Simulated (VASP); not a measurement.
Given:

```xyz
4
Lattice="2.1922 -3.7970 0.0000 2.1922 3.7970 0.0000 0.0000 0.0000 7.1374" Properties=species:S:1:pos:R:3 pbc="T T T"
Cd     2.1922    -1.2657     3.5695
Cd     2.1922     1.2657     0.0007
Se     2.1922    -1.2657     6.2517
Se     2.1922     1.2657     2.6829
```

Level of theory: PBE GGA, VASP's PBE PAW potentials (set 64) (plane waves; VASP 6.6.1). Run with 480 eV cut-off, 6×6×4 Γ-centred mesh, Gaussian smearing of 0.050 eV, potentials Cd Se.

Question: What does the run give for the energy per atom (σ→0), band gap (on the k-mesh) with the smallest direct gap where there is one?

Answer: 
```yaml
band gap (on the k-mesh): 0.55 eV
smallest direct gap (on the k-mesh): 0.55 eV
energy per atom (σ→0): -265.1 kJ/mol-atom
```

Total energies compare only between runs with the same potentials, cut-off and functional.

The compound is CdSe in the wurtzite structure. It was relaxed first, which changed the volume by +6 %.
